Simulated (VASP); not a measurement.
**AgCl with r2SCAN + rVV10: from relaxation to properties**

Wanted: the relaxed cell of AgCl and its properties. The steps: relaxing cell and atoms (r2SCAN + rVV10), second relaxation, density, ELF and potential (r2SCAN + rVV10), bands along the symmetry lines (r2SCAN + rVV10), density of states (r2SCAN + rVV10), dielectric tensor and Born charges (r2SCAN + rVV10), field gradients at the nuclei (r2SCAN + rVV10) and self-consistent run (r2SCAN + rVV10), changed input. Left out of this account: 1 further run (core levels: core levels are not valid at this level). The start is a computed cell from the Materials Project.

Program: VASP 6.6.1. Level of theory: r2SCAN with rVV10; plane waves and PAW (Ag, Cl). Results are calculated unless marked as measured.

## (1) The starting structure

Before any relaxation, the start is as follows. It takes space group Fm-3m (No. 225, cubic). Conventional cell: a = 5.545 Å, b = 5.545 Å, c = 5.545 Å, α = 90.00°, β = 90.00°, γ = 90.00°. Nearest to Ag lie 6 Cl at 2.77 Å. Nearest to Cl lie 6 Ag at 2.77 Å. Farther neighbours and most contacts between anions are not listed.

## (2) Relaxing cell and atoms (r2SCAN + rVV10)

The start need not lie at this functional's minimum. ISIF = 3 frees volume, shape and positions, and EDIFFG sets the threshold on forces and stress at which the search stops. r2SCAN adds the kinetic-energy density, costs more than a GGA and is run with LASPH. LUSE_VDW switches on a nonlocal correlation term for dispersion.

The input, INCAR:

```
SYSTEM = AgCl
PREC = Accurate
ENCUT = 400
EDIFF = 1E-06
NELM = 100
ISMEAR = 0
SIGMA = 0.05
LREAL = .FALSE.
ALGO = Normal
METAGGA = R2SCAN
LUSE_VDW = .TRUE.
IVDW_NL = 2
BPARAM = 11.95
CPARAM = 0.0093
LASPH = .TRUE.
NBANDS = 15
LORBIT = 11
LWAVE = .FALSE.
LCHARG = .FALSE.
KPAR = 2
IBRION = 2
NSW = 60
ISIF = 3
EDIFFG = -0.01
```

The input, POSCAR:

```
AgCl
1.0
    0.0000000000      2.7726629968      2.7726629968
    2.7726629968      0.0000000000      2.7726629968
    2.7726629968      2.7726629968      0.0000000000
Ag Cl
1 1
Direct
    0.0000000000      0.0000000000      0.0000000000
    0.5000000000      0.5000000000      0.5000000000
```

The input, KPOINTS:

```
Automatic mesh
0
Gamma
8 8 8
0 0 0
```

PAW data sets: Ag and Cl (PBE family, release 64).

Run with:

```console
> mpirun -np 2 vasp_std
```

What it wrote:

```text
[banner, memory and clock lines left out]
running    2 mpi-ranks, on    1 nodes
 distrk:  each k-point on    1 cores,    2 groups
 distr:  one band on    1 cores,    1 groups

 POSCAR found type information on POSCAR AgCl
 POSCAR found :  2 types and       2 ions
|                                                                             |
|               ----> ADVICE to this user running VASP <----                  |
|                                                                             |
|     You have switched on vdW-DFT.                                           |
|     This routine was written and supplied by Jiri Klimes. We recommend      |
|     that you carefully read and cite the following publications:            |
|       J. Klimes, D.R. Bowler, A. Michelides                                 |
|          J. Phys.: Cond Matt. 22 022201 (2010)                              |
|       J. Klimes, D.R. Bowler, A. Michelides                                 |
|          Phys. Rev. B. 83, 195131 (2011)                                    |
|     and references therein.                                                 |
|                                                                             |

|                                                                             |
|               ----> ADVICE to this user running VASP <----                  |
|                                                                             |
|     You enforced a specific xc type in the INCAR file but a different       |
|     [... a line on the potential file left out ...]
|     I HOPE YOU KNOW WHAT YOU ARE DOING!                                     |
|                                                                             |

 LDA part: xc-table for (None), standard interpolation
 POSCAR, INCAR and KPOINTS ok, starting setup
 FFT: planning ... GRIDC
 FFT: planning ... GRID_SOFT
 FFT: planning ... GRID
 WAVECAR not read
 entering main loop
       N       E                     dE             d eps       ncg     rms          rms(c)
Total rVV10 correction in eV:      0.5368157    21.5737324
Total rVV10 correction in eV:      0.5368157    21.5737324
DAV:   1     0.608315460810E+02    0.60832E+02   -0.75430E+03   886   0.887E+02
DAV:   2    -0.300658788326E+02   -0.90897E+02   -0.84771E+02  1059   0.211E+02
DAV:   3    -0.331542208492E+02   -0.30883E+01   -0.30803E+01  1059   0.415E+01
DAV:   4    -0.331757351387E+02   -0.21514E-01   -0.21512E-01  1108   0.373E+00
DAV:   5    -0.331760339328E+02   -0.29879E-03   -0.29879E-03  1108   0.444E-01    0.658E+00
Total rVV10 correction in eV:      0.5362787    21.5737317
Total rVV10 correction in eV:      0.5362787    21.5737317
DAV:   6    -0.281598460811E+02    0.50162E+01   -0.38201E+00   884   0.211E+01    0.609E+00
Total rVV10 correction in eV:      0.5416304    21.5737316
Total rVV10 correction in eV:      0.5416304    21.5737316
DAV:   7    -0.280997878551E+02    0.60058E-01   -0.17170E-01   996   0.438E+00    0.390E+00
Total rVV10 correction in eV:      0.5500374    21.5737316
Total rVV10 correction in eV:      0.5500374    21.5737316
DAV:   8    -0.280876912768E+02    0.12097E-01   -0.11997E-01   968   0.410E+00    0.777E-01
Total rVV10 correction in eV:      0.5523850    21.5737316
Total rVV10 correction in eV:      0.5523850    21.5737316
DAV:   9    -0.280890463041E+02   -0.13550E-02   -0.45741E-03  1073   0.715E-01    0.384E-01
Total rVV10 correction in eV:      0.5518284    21.5737316
Total rVV10 correction in eV:      0.5518284    21.5737316
DAV:  10    -0.280883996647E+02    0.64664E-03   -0.15189E-03  1073   0.444E-01    0.135E-01
Total rVV10 correction in eV:      0.5514528    21.5737316
Total rVV10 correction in eV:      0.5514528    21.5737316
DAV:  11    -0.280883604574E+02    0.39207E-04   -0.67097E-04  1066   0.223E-01    0.418E-02
Total rVV10 correction in eV:      0.5514887    21.5737316
Total rVV10 correction in eV:      0.5514887    21.5737316
DAV:  12    -0.280883560717E+02    0.43857E-05   -0.17958E-05  1115   0.503E-02    0.231E-02
Total rVV10 correction in eV:      0.5516102    21.5737316
Total rVV10 correction in eV:      0.5516102    21.5737316
DAV:  13    -0.280883553368E+02    0.73481E-06   -0.21604E-05  1038   0.503E-02    0.562E-03
Total rVV10 correction in eV:      0.5515973    21.5737316
Total rVV10 correction in eV:      0.5515973    21.5737316
DAV:  14    -0.280883551493E+02    0.18756E-06   -0.64100E-07   589   0.939E-03
Total rVV10 correction in eV:      0.5515829    21.5737316
Total rVV10 correction in eV:      0.5515829    21.5737316
Total rVV10 correction in eV:      0.5515911    21.5737316
Total rVV10 correction in eV:      0.5515911    21.5737316
   1 F= -.28088355E+02 E0= -.28088355E+02  d E =-.280884E+02
 curvature:   0.00 expect dE= 0.000E+00 dE for cont linesearch  0.000E+00
 trial: gam= 0.00000 g(F)=  0.257E-60 g(S)=  0.113E-01 ort = 0.000E+00 (trialstep = 0.100E+01)
 search vector abs. value=  0.113E-01
 bond charge predicted
       N       E                     dE             d eps       ncg     rms          rms(c)
Total rVV10 correction in eV:      0.5520250    21.5737316
Total rVV10 correction in eV:      0.5520250    21.5737316
DAV:   1    -0.282328946595E+02   -0.14454E+00   -0.24668E+00   870   0.159E+01    0.267E+00
Total rVV10 correction in eV:      0.5439200    21.5737321
Total rVV10 correction in eV:      0.5439200    21.5737321
DAV:   2    -0.281010885181E+02    0.13181E+00   -0.32940E-01   870   0.632E+00    0.774E-01
Total rVV10 correction in eV:      0.5419850    21.5737320
Total rVV10 correction in eV:      0.5419850    21.5737320
DAV:   3    -0.280942654900E+02    0.68230E-02   -0.21431E-02  1045   0.119E+00    0.570E-01
Total rVV10 correction in eV:      0.5421131    21.5737320
Total rVV10 correction in eV:      0.5421131    21.5737320
DAV:   4    -0.280936951085E+02    0.57038E-03   -0.11288E-03  1045   0.292E-01    0.149E-01
Total rVV10 correction in eV:      0.5424031    21.5737320
Total rVV10 correction in eV:      0.5424031    21.5737320
DAV:   5    -0.280936906544E+02    0.44541E-05   -0.10725E-04   933   0.154E-01    0.522E-02
Total rVV10 correction in eV:      0.5425319    21.5737320
Total rVV10 correction in eV:      0.5425319    21.5737320
DAV:   6    -0.280936974583E+02   -0.68039E-05   -0.35445E-05  1045   0.492E-02    0.115E-02
Total rVV10 correction in eV:      0.5425275    21.5737320
Total rVV10 correction in eV:      0.5425275    21.5737320
DAV:   7    -0.280936970057E+02    0.45256E-06   -0.42618E-07   652   0.611E-03
Total rVV10 correction in eV:      0.5425479    21.5737320
Total rVV10 correction in eV:      0.5425479    21.5737320
Total rVV10 correction in eV:      0.5425523    21.5737320
Total rVV10 correction in eV:      0.5425523    21.5737320
   2 F= -.28093697E+02 E0= -.28093697E+02  d E =-.534186E-02
 trial-energy change:   -0.005342  1 .order   -0.005311   -0.011252    0.000631
 step:   0.9477(harm=  0.9469)  dis= 0.00000  next Energy=   -28.093714 (dE=-0.536E-02)
 bond charge predicted
       N       E                     dE             d eps       ncg     rms          rms(c)
Total rVV10 correction in eV:      0.5425302    21.5737320
Total rVV10 correction in eV:      0.5425302    21.5737320
DAV:   1    -0.280940894238E+02   -0.39197E-03   -0.67912E-03   884   0.835E-01    0.140E-01
Total rVV10 correction in eV:      0.5429409    21.5737320
Total rVV10 correction in eV:      0.5429409    21.5737320
DAV:   2    -0.280937377107E+02    0.35171E-03   -0.84522E-04   877   0.334E-01    0.429E-02
Total rVV10 correction in eV:      0.5430504    21.5737320
Total rVV10 correction in eV:      0.5430504    21.5737320
DAV:   3    -0.280937174993E+02    0.20211E-04   -0.64979E-05  1052   0.695E-02    0.321E-02
Total rVV10 correction in eV:      0.5430454    21.5737320
Total rVV10 correction in eV:      0.5430454    21.5737320
DAV:   4    -0.280937139881E+02    0.35113E-05   -0.36104E-06  1045   0.184E-02    0.583E-03
Total rVV10 correction in eV:      0.5430333    21.5737320
Total rVV10 correction in eV:      0.5430333    21.5737320
DAV:   5    -0.280937135905E+02    0.39756E-06   -0.46340E-07   484   0.110E-02
Total rVV10 correction in eV:      0.5430232    21.5737320
Total rVV10 correction in eV:      0.5430232    21.5737320
Total rVV10 correction in eV:      0.5430274    21.5737320
Total rVV10 correction in eV:      0.5430274    21.5737320
   3 F= -.28093714E+02 E0= -.28093714E+02  d E =-.535844E-02
 curvature:  -0.47 expect dE=-0.223E-06 dE for cont linesearch -0.223E-06
 trial: gam=-0.00643 g(F)=  0.340E-60 g(S)=  0.471E-06 ort = 0.728E-04 (trialstep = 0.990E+00)
 search vector abs. value=  0.120E-09
 reached required accuracy - stopping structural energy minimisation
```

It took 88 s on 2 MPI ranks of Intel Xeon 6975P-C (Granite Rapids), shared host; peak memory 0.5 GiB; 2.7 min of CPU time.

Lines that name or quote the potential files are left out of all logs, and their timing lines are given in words.

From OUTCAR (step 2):

```text
ion  position               nearest neighbor table
   1  0.000  0.000  0.000-   2 2.77   2 2.77   2 2.77   2 2.77   2 2.77   2 2.77
   2  0.500  0.500  0.500-   1 2.77   1 2.77   1 2.77   1 2.77   1 2.77   1 2.77

  LATTYP: Found a face centered cubic cell.
 ALAT       =     5.5453259936

 Subroutine GETGRP returns: Found 48 space group operations
 (whereof 48 operations were pure point group operations)

The static configuration has the point symmetry O_h .

 Found     29 irreducible k-points:

   k-points           NKPTS =     29   k-points in BZ     NKDIM =     29   number of bands    NBANDS=     15

   dimension x,y,z NGX =    28 NGY =   28 NGZ =   28
   dimension x,y,z NGXF=    56 NGYF=   56 NGZF=   56

   ENCUT  =  400.0 eV  29.40 Ry    5.42 a.u.   6.39  6.39  6.39*2*pi/ulx,y,z

   NELECT =      18.0000    total number of electrons

 k-points in reciprocal lattice and weights: Automatic mesh
   0.00000000  0.00000000  0.00000000       0.002
   0.12500000  0.00000000  0.00000000       0.016
   0.25000000  0.00000000  0.00000000       0.016
   0.37500000  0.00000000  0.00000000       0.016
   0.50000000  0.00000000  0.00000000       0.008
   0.12500000  0.12500000  0.00000000       0.012
   0.25000000  0.12500000  0.00000000       0.047
   0.37500000  0.12500000  0.00000000       0.047
   0.50000000  0.12500000  0.00000000       0.047
[...]
-0.37500000  0.50000000  0.12500000       0.023
  -0.25000000  0.50000000  0.25000000       0.012

 average (electrostatic) potential at core
       1 -77.8795       2 -94.6221

 E-fermi :   4.1870

 k-point     1 :       0.0000    0.0000    0.0000
  band No.  band energies     occupation
    ...
      5       1.3403      2.00000
      6       1.3403      2.00000
      7       1.3403      2.00000
      8       1.3936      2.00000
      9       1.3936      2.00000
     10       5.2574      0.00000
     11      15.1757      0.00000
     12      15.1757      0.00000
     13      15.1757      0.00000
     14      16.5052      0.00000
    ...

 k-point     2 :       0.1250    0.0000    0.0000
  band No.  band energies     occupation
    ...
      5       1.3989      2.00000
      6       1.3989      2.00000
      7       1.6269      2.00000
      8       2.2162      2.00000
      9       2.2162      2.00000
     10       5.9658      0.00000
     11      13.7708      0.00000
     12      14.9145      0.00000
     13      14.9145      0.00000
     14      16.6282      0.00000
    ...

 k-point     3 :       0.2500    0.0000    0.0000
  band No.  band energies     occupation
    ...
      5       1.5328      2.00000
      6       1.5328      2.00000
      7       1.8054      2.00000
      8       3.0347      2.00000
      9       3.0347      2.00000
     10       7.3072      0.00000
     11      12.1474      0.00000
     12      13.6506      0.00000
     13      13.6506      0.00000
     14      16.7498      0.00000
    ...

  Total       -0.0025500     -0.0025500     -0.0025500      0.0000000     -0.0000000      0.0000000
  in kB       -0.0984764     -0.0984764     -0.0984764      0.0000000     -0.0000000      0.0000000
  external PRESSURE =      -0.0984764 kB  Pullay stress =       0.0000000 kB

  energy-cutoff  :      400.00
  volume of cell :       41.49
      direct lattice vectors                 reciprocal lattice vectors
    -0.000000000  2.747670078  2.747670078    -0.181972357  0.181972357  0.181972357
     2.747670078 -0.000000000  2.747670078     0.181972357 -0.181972357  0.181972357
     2.747670078  2.747670078 -0.000000000     0.181972357  0.181972357 -0.181972357

 POSITION                                       TOTAL-FORCE (eV/Angst)
 -----------------------------------------------------------------------------------
      0.00000     -0.00000      0.00000        -0.000000     -0.000000      0.000000
      2.74767      2.74767      2.74767         0.000000      0.000000     -0.000000
 -----------------------------------------------------------------------------------
    total drift:                                0.000000      0.000000      0.000000

  FREE ENERGIE OF THE ION-ELECTRON SYSTEM (eV)
  ---------------------------------------------------
  free  energy   TOTEN  =       -28.0937135905 eV

  energy  without entropy=      -28.0937135905  energy(sigma->0) =      -28.09371359

 reached required accuracy - stopping structural energy minimisation

 total charge
# of ion       s       p       d       tot
------------------------------------------
    1        0.200   0.143   9.387   9.730
    2        1.609   3.511   0.000   5.120
--------------------------------------------------
tot          1.809   3.654   9.387  14.850

[... 3 further parts left out ...]
```

CONTCAR:

```
AgCl
   1.00000000000000
    -0.0000000000000000    2.7476700782391976    2.7476700782391976
     2.7476700782391976   -0.0000000000000000    2.7476700782391976
     2.7476700782391976    2.7476700782391976   -0.0000000000000000
  Ag              Cl
     1     1
Direct
     0.0000000000000000    0.0000000000000000    0.0000000000000000
     0.5000000000000000    0.5000000000000000    0.5000000000000000
```

The gap is read on the k-mesh alone, so it is an upper bound where the band edges lie off the mesh. The PAW data sets were made with PBE, which is usual practice but a small mismatch for other functionals. The run keeps the 48 symmetry operations of its start, so it cannot find a distortion of lower symmetry.

Step by step:

```csv
step,energy less that of the first step (eV),largest force (eV/Å),pressure (GPa),volume (Å³)
1,0.0000,0.0000,-1.48,42.63
2,-0.0053,0.0000,0.09,41.43
3,-0.0054,0.0000,-0.01,41.49
```

```
conventional cell, symmetrised  before  after  change
                         a (Å)   5.545  5.495  -0.9 %
                         b (Å)   5.545  5.495  -0.9 %
                         c (Å)   5.545  5.495  -0.9 %
              volume (Å³/atom)   21.32  20.74  -2.7 %
```

The relaxed structure:

```
Ag Cl
1.0
     0.00000    2.74767    2.74767
     2.74767    0.00000    2.74767
     2.74767    2.74767    0.00000
Ag Cl
1 1
Direct
  0.00000 0.00000 0.00000
  0.50000 0.50000 0.50000
```

Numbers from this step:

| Item | Value |
| --- | --- |
| electrons | 18 |
| bands | 15 |
| irreducible k-points | 29 |
| symmetry operations | 48 |
| free energy (TOTEN) | -28.09 eV |
| Fermi energy | 4.187 eV |
| pressure | -0.009848 GPa |
| metallic | no |
| valence top at k | 0.5, 0, 0 |
| conduction bottom at k | 0, 0, 0 |
| least direct gap at k | 0.125, 0, 0 |
| SCF cycles over all ionic steps | 26 |
| gap on the k-mesh | 1.364 eV |
| least direct gap on the k-mesh | 3.750 eV |

It ends with forces that vanish by symmetry and a pressure of -0.01 GPa.

[end of part 1 of 5]

[Lines on the potential files, build, host, timing and source positions are cut from VASP's logs without a mark.]

[Logs are printed without paths, hosts, clocks, repeated set-up lines and the standing remarks that a program may print on its own settings, such as how far it seeks lower states.]

[Hosts, paths, dates, database ids (printed as entryN), source tags and the programs' standing remarks are cut or masked in the printed files.]

[A measured line is paired with the nearest computed mode of its activity, which favours agreement.]
